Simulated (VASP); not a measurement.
# Li2Nb (P6/mmm) in VASP: reference runs

Aim: a first look at Li2Nb with PBE, on the cell as given.

All numbers are computed with VASP 6.6.1; they aren't measurements. Logs are shortened: lines on timing, memory, paths and dates and some standing lists are left out, and cuts for length are marked.

## 1. The structure

Symmetry: P6/mmm, No. 191, hexagonal system. The conventional cell has a = 4.181 Å, b = 4.181 Å, c = 2.673 Å, α = 90.00°, β = 90.00°, γ = 120.00°. Around Li (site symmetry -6m2) lie 5 Li at 2.41 to 2.67 Å and 3 Nb at 2.41 Å. Nb (site symmetry 6/mmm) has 6 Li at 2.41 Å and 2 Nb at 2.67 Å as nearest neighbours.

The cell was built by a generator and needn't be a form met in nature.

## 2. Single point, PBE

INCAR

```
PREC     = Accurate       # precision mode
ENCUT    = 520            # plane-wave cutoff, eV
EDIFF    = 1E-7           # SCF threshold, eV
ISMEAR   = -1             # smearing method
SIGMA    = 0.05           # smearing width, eV
LREAL    = False          # projectors in reciprocal space
LASPH    = True           # aspherical terms in the spheres
NELM     = 60             # most SCF steps
ALGO     = Normal         # electronic algorithm
ISIF     = 2              # what is computed and relaxed
LWAVE    = False          # write WAVECAR
LCHARG   = False          # write CHGCAR
GGA      = PE             # functional
NBANDS   = 16             # bands
```

KPOINTS

```
regular mesh
0
Gamma
  7 7 10
```

POSCAR

```
Li2Nb
1.0
    4.1805200100      0.0000000000      0.0000000000
   -2.0902600100      3.6204365300      0.0000000000
    0.0000000000      0.0000000000      2.6728509800
Li Nb
2 1
Direct
    0.3333333300      0.6666666700      0.5000000000
    0.6666666700      0.3333333300      0.5000000000
    0.0000000000      0.0000000000      0.5000000000
```

Potentials or basis: VASP PAW PBE potentials, release 64 (Li_sv, Nb_sv).

On the command line:

```console
$ cat potpaw_PBE.64/Li_sv/POTCAR potpaw_PBE.64/Nb_sv/POTCAR > POTCAR
$ mpirun -np 1 vasp_std > vasp.out
```

OUTCAR:

```text
PREC = Accurate
   ENCUT = 520
   EDIFF = 1E-7
   ISMEAR = -1
   LREAL = False
   LASPH = True
   NELM = 60
   ISIF = 2
   GGA = PE

 ion  position               nearest neighbor table
   1  0.333  0.667  0.500-   2 2.41   2 2.41   3 2.41   3 2.41   3 2.41   2 2.41
   2  0.667  0.333  0.500-   1 2.41   1 2.41   3 2.41   3 2.41   3 2.41   1 2.41
   3  0.000  0.000  0.500-   1 2.41   2 2.41   2 2.41   1 2.41   2 2.41   1 2.41

  LATTYP: Found a hexagonal cell.
 ALAT       =     4.1805200100
 C/A-ratio  =     0.6393584945

  Lattice vectors:

 A1 = (   4.1805200100,   0.0000000000,   0.0000000000)
 A2 = (  -2.0902600100,   3.6204365300,   0.0000000000)
 A3 = (   0.0000000000,   0.0000000000,   2.6728509800)

Analysis of symmetry for initial positions (statically):
=====================================================================
 Subroutine PRICEL returns:
 Original cell was already a primitive cell.

 Routine SETGRP: Setting up the symmetry group for a
 hexagonal supercell.

 Subroutine GETGRP returns: Found 24 space group operations
 (whereof 24 operations were pure point group operations)
 out of a pool of 24 trial point group operations.

The static configuration has the point symmetry D_6h.

Analysis of symmetry for dynamics (positions and initial velocities):
=====================================================================
 Subroutine PRICEL returns:
 Original cell was already a primitive cell.

 Routine SETGRP: Setting up the symmetry group for a
 hexagonal supercell.

 Subroutine GETGRP returns: Found 24 space group operations
 (whereof 24 operations were pure point group operations)
 out of a pool of 24 trial point group operations.

The dynamic configuration has the point symmetry D_6h.

 Subroutine INISYM returns: Found 24 space group operations
 (whereof 24 operations are pure point group operations),
 and found     1 'primitive' translations

----------------------------------------------------------------------------------------

                                     Primitive cell

  volume of cell :      40.4544

  direct lattice vectors                    reciprocal lattice vectors
     4.180520010  0.000000000  0.000000000     0.239204692  0.138104893  0.000000000
    -2.090260010  3.620436530  0.000000000     0.000000000  0.276209786  0.000000000
     0.000000000  0.000000000  2.672850980     0.000000000  0.000000000  0.374132343

  length of vectors
     4.180520010  4.180520013  2.672850980     0.276209786  0.276209786  0.374132343

  position of ions in fractional coordinates (direct lattice)
     0.333333330  0.666666670  0.500000000
[... 85 lines left out ...]
   NFREE  =      0    steps in history (QN), initial steepest desc. (CG)
   ISIF   =      2    stress and relaxation
   ISYM   =      2    0-nonsym 1-usesym 2-fastsym
   POTIM  = 0.5000    time-step for ionic-motion
   TEBEG  =    0.0;   TEEND  =   0.0 temperature during run
   PSTRESS=    0.0 pullay stress
   NELECT =      19.0000    total number of electrons
   NUPDOWN=      -1.0000    fix difference up-down
   EMIN   =  10.00;   EMAX   =-10.00  energy-range for DOS
   EFERMI =   0.00;   METHOD = LEGACY
   ISMEAR =    -1;   SIGMA  =   0.05  broadening in eV -4-tet -1-fermi 0-gaus
   EFERMI_NEDOS =   21; number of points for ismear=-14 and -15
   IALGO  =     38    algorithm
   IMIX   =      4    mixing-type and parameters
     AMIX     =   0.40;   BMIX     =  1.00
     AMIX_MAG =   1.60;   BMIX_MAG =  1.00
  volume/ion in A,a.u.               =      13.48        91.00
  Fermi-wavevector in a.u.,A,eV,Ry     =   1.272538  2.404748 22.032629  1.619353
  Thomas-Fermi vector in A             =   2.405411
   LORBIT       =      0    0 simple, 1 ext, 2 COOP (PROOUT), +10 PAW based schemes
   GGA     = PE    functional components
   LHFCALC =     F    Hartree Fock is set to
   AEXX    =    0.0000 exact exchange contribution
   IVDW    =     0    specifies the selected vdW correction
   LEPSILON=     F    determine dielectric tensor
   LRPA    =     F    only Hartree local field effects (RPA)
 non-spin polarized calculation
  energy-cutoff  :      520.00
  volume of cell :       40.45
 maximum number of plane-waves:      1102
 NGX is ok and might be reduce to    32
   NGX = 15   NGY = 15   NGZ =  9

 number of electron      18.9999993 magnetization

 Free energy of the ion-electron system (eV)
  ---------------------------------------------------
  ext. energy  EPLUGINS =         0.00000000
  ---------------------------------------------------
  free energy    TOTEN  =       -10.28991427 eV

  energy without entropy =      -10.26972823  energy(sigma->0) =      -10.27982125

 E-fermi :   6.2801     XC(G=0): -10.3537

 val. band max:        6.2581612062   @ k =   0.0000   0.0000   0.5000
 cond. band min:       6.2801758423   @ k =   0.4286   0.0000   0.1000
 fundamental gap:      0.0220146360
 Fermi energy:         6.2800843456

 k-point     1 :       0.0000    0.0000    0.0000
  band No.  band energies     occupation
      1     -48.2462      2.00000
      2     -39.1247      2.00000
      3     -39.0120      2.00000
      4     -24.4703      2.00000
      5     -24.4703      2.00000
      6     -23.3196      2.00000
[... 433 lines left out ...]
      3     -39.0539      2.00000
      4     -24.4134      2.00000
      5     -24.4111      2.00000
      6     -23.8877      2.00000
[... 8 lines left out ...]
     15      15.3899      0.00000
     16      15.6722      0.00000

 [... further k-points ...]

------------------------ aborting loop because EDIFF is reached ----------------------------------------

  FORCE on cell =-STRESS in cart. coord.  units (eV):
  Direction    XX          YY          ZZ          XY          YZ          ZX
  --------------------------------------------------------------------------------------
  -------------------------------------------------------------------------------------
  Total        8.5163643      8.5163643     -4.0244350     -0.0000000     -0.0000000     -0.0000000
  in kB      337.2863940    337.2863941   -159.3857587     -0.0000005     -0.0000000     -0.0000000
  external PRESSURE =     171.7290098 kB  Pullay stress =       0.0000000 kB

 VOLUME and BASIS-vectors are now :
 -----------------------------------------------------------------------------
  energy-cutoff  :      520.00
  volume of cell :       40.45
      direct lattice vectors                 reciprocal lattice vectors
     4.180520010  0.000000000  0.000000000     0.239204692  0.138104893  0.000000000
    -2.090260010  3.620436530  0.000000000     0.000000000  0.276209786  0.000000000
     0.000000000  0.000000000  2.672850980     0.000000000  0.000000000  0.374132343

 POSITION                                       TOTAL-FORCE (eV/Angst)
 -----------------------------------------------------------------------------------
     -0.00000      2.41362      1.33643         0.000000      0.000000      0.000000
      2.09026      1.20681      1.33643        -0.000000      0.000000     -0.000000
      0.00000      0.00000      1.33643         0.000000      0.000000     -0.000000
 -----------------------------------------------------------------------------------
    total drift:                               -0.000000      0.000000     -0.000000

  FREE ENERGIE OF THE ION-ELECTRON SYSTEM (eV)
  ---------------------------------------------------
  free  energy   TOTEN  =       -10.2899142743 eV

  energy  without entropy=      -10.2697282274  energy(sigma->0) =      -10.27982125
```

OSZICAR:

```text
N       E                     dE             d eps       ncg     rms          rms(c)
DAV:   1     0.159044769599E+03    0.15904E+03   -0.97377E+03  1544   0.124E+03
DAV:   2     0.618966038187E+01   -0.15286E+03   -0.14785E+03  2008   0.403E+02
DAV:   3    -0.103353876492E+02   -0.16525E+02   -0.16176E+02  2936   0.784E+01
DAV:   4    -0.109482103338E+02   -0.61282E+00   -0.60580E+00  1912   0.192E+01
DAV:   5    -0.109823794756E+02   -0.34169E-01   -0.34115E-01  2744   0.392E+00    0.675E+00
DAV:   6    -0.102823039833E+02    0.70008E+00   -0.37330E+00  2504   0.124E+01    0.183E+00
DAV:   7    -0.102744592679E+02    0.78447E-02   -0.12027E-01  1984   0.243E+00    0.127E+00
DAV:   8    -0.102908483206E+02   -0.16389E-01   -0.47980E-02  2416   0.162E+00    0.423E-01
DAV:   9    -0.102913163309E+02   -0.46801E-03   -0.24564E-02  2064   0.967E-01    0.393E-01
DAV:  10    -0.102899382067E+02    0.13781E-02   -0.65826E-03  1936   0.595E-01    0.803E-02
DAV:  11    -0.102899089485E+02    0.29258E-04   -0.50707E-04  2352   0.169E-01    0.299E-02
DAV:  12    -0.102899152698E+02   -0.63213E-05   -0.35994E-05  2112   0.581E-02    0.680E-03
DAV:  13    -0.102899145609E+02    0.70891E-06   -0.29666E-06  2288   0.160E-02    0.667E-03
DAV:  14    -0.102899141543E+02    0.40660E-06   -0.63874E-07  1864   0.102E-02    0.467E-04
DAV:  15    -0.102899142639E+02   -0.10961E-06   -0.39275E-08  1248   0.166E-03    0.178E-04
DAV:  16    -0.102899142743E+02   -0.10396E-07   -0.84757E-09  1064   0.100E-03
   1 F= -.10289914E+02 E0= -.10279821E+02  d E =-.201860E-01
```

stdout:

```text
POSCAR found type information on POSCAR LiNb
 POSCAR found :  2 types and       3 ions
 scaLAPACK will be used
 LDA part: xc-table for (Slater+PW92), standard interpolation
 POSCAR, INCAR and KPOINTS ok, starting setup
 FFT: planning ... GRIDC
 FFT: planning ... GRID_SOFT
 FFT: planning ... GRID
 WAVECAR not read
 entering main loop
```

Wall time 12 s (1 thread of Intel Xeon 6975P-C (Granite Rapids), shared host); peak memory 0.16 GiB.

What came out:

| Quantity | Value |
| --- | --- |
| Free energy | -10.2899 eV |
| Band gap on the k mesh | none (metal or under the smearing width) |

Caveat: the cutoff is under 1.25 times the usual one of these potentials, so pressure, stress and relaxed cells hold a basis-set (Pulay) error.
